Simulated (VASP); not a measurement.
VASP ran on this input.

**POSCAR**
```
Ba
1
   -1.7702129167     1.7702129167     1.7702129167
    1.7702129167    -1.7702129167     1.7702129167
    1.7702129167     1.7702129167    -1.7702129167
Ba
1
Direct
  0.0000000000   0.0000000000   0.0000000000
```

File KPOINTS:
```
Automatic mesh
0
Gamma
14 14 14
0 0 0
```

**INCAR**
```
SYSTEM = Ba
PREC = Accurate
ENCUT = 500
EDIFF = 1E-6
NELM = 100
ALGO = Normal
LREAL = .FALSE.
LASPH = .TRUE.
ISMEAR = 1
SIGMA = 0.1
LMAXMIX = 4
LWAVE = .FALSE.
LCHARG = .FALSE.
IBRION = 2
ISIF = 3
NSW = 40
EDIFFG = -0.02
PSTRESS = 450
```

POTCAR, in this order: Ba_sv (LDA.64 set). Program: vasp_std.

Translate this LDA calculation to Ansatz.

One equivalent input (not run):
Ansatz 0.2 input:
```yaml
crystal:
  lattice:
    - [-1.7702129, 1.7702129, 1.7702129]
    - [1.7702129, -1.7702129, 1.7702129]
    - [1.7702129, 1.7702129, -1.7702129]
  atoms:
    - { symbol: Ba, position: [0.0000000, 0.0000000, 0.0000000] }
kpoints:
  mp_grid: { grid: [14, 14, 14] }
hamiltonian:
  xc: lda
  pseudopotentials: { kind: paw }
scf:
  occupations: { method: methfessel_paxton, width: 0.1 }
  max_iter: 100
relax:
  max_steps: 40
  f_tol: 0.02
  cell: { p_target: 45 }
output: { forces: true, stress: true, eigenvalues: true }
```
The two are equivalent in intent, not identical: each code has its own PAW files, so the cut-off isn't converted (ENCUT is set for VASP's; basis.ecutwfc is left out, and Ansatz then takes the one that its files recommend); Ansatz stops its SCF on the density residual and VASP on the energy change (EDIFF); Ansatz's lda is the Perdew-Wang form, while the LDA potentials of VASP carry Perdew-Zunger's.

The compound is Ba in the bcc structure. It was relaxed first under an external pressure of 45 GPa.
